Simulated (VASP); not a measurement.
Energy against volume of Ge (diamond). Calculation: RPBE GGA, VASP's PBE PAW potentials (set 64) (plane waves; VASP 6.6.1).

```json
[
 {"V (Å³/atom)": "23.047", "E (eV/atom)": "-4.16492"},
 {"V (Å³/atom)": "23.782", "E (eV/atom)": "-4.17849"},
 {"V (Å³/atom)": "24.518", "E (eV/atom)": "-4.18304"},
 {"V (Å³/atom)": "25.253", "E (eV/atom)": "-4.18004"},
 {"V (Å³/atom)": "25.989", "E (eV/atom)": "-4.17072"}
]
```

Task: Fit a third-order Birch-Murnaghan equation of state.

Result: 
```json
{
  "volume_per_atom": "24.57 Å³/atom",
  "bulk_modulus": "54.1 GPa",
  "pressure_derivative_of_the_bulk_modulus": "4.98",
  "lattice_constant_a": "5.814 Å"
}
```

Measured: bulk modulus 77.3 GPa at 0 K (computed value off by -30.0 %), as given by Tanner et al., (2021), arXiv:2110.11888 [low-temperature value with the zero-point effect removed]; a 5.644 Å at 0 K (computed value off by +3.0 %), as given by Daniel Mejia-Rodriguez et al., Physical Review B (2018), arXiv:1807.09216 [static lattice: zero-point anharmonic expansion removed].

The compound is Ge in the diamond structure. It was relaxed first, which changed the volume by +9 %.
